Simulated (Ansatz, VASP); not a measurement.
**ZnPb2N2 in VASP and in Ansatz**

```
CELL_PARAMETERS angstrom
3.67365 0.00000 0.00000
-1.83682 3.18147 0.00000
0.00000 0.00000 9.26716
ATOMIC_POSITIONS crystal
Zn 0.00000 0.00000 0.50000
Pb 0.66667 0.33333 0.18693
Pb 0.33333 0.66667 0.81307
N 0.00000 0.00000 0.69832
N 0.00000 0.00000 0.30168
```

The cell comes from a database or a generator and needn't be the stable form of this composition.

Alike in both runs: task single point; functional PBEsol; k mesh 9 × 9 × 4; occupations gaussian, width 0.05 eV; no spin polarisation.

|  | VASP | Ansatz |
| --- | --- | --- |
| version | VASP 6.6.1 | Ansatz 0.2.0 |
| potentials or method | VASP PAW PBE potentials, release 64 (Zn, Pb_d, N) | scalar-relativistic, plane waves, PAW |
| plane-wave cutoff (eV) | 520 | 420 |
| valence electrons in the cell | 50 | 50 |

```csv
,VASP,Ansatz,Ansatz less VASP
gap on the k mesh at the Fermi level (eV),0.65,0.67,+0.013
least direct gap on the mesh (eV),1.33,1.33,+0.007
pressure (GPa),-3.3,-3.5,-0.19
largest component of the traceless stress (GPa),0.53,0.91,+0.382
rms of the force components (eV/Å),0.088,0.111,+0.0226
```

Atom by atom the forces differ by 0.032 eV/Å (rms over components). With one functional, cell and mesh, what is left measures potentials, basis and numerics.

Caveats: the PAW data sets were made with another functional, which shifts forces and pressure a little (VASP); spin-orbit coupling is left out, which as a rule narrows the gap of such compounds by several tenths of an eV; an odd mesh through Γ misses points on the zone boundary, where band edges often lie.
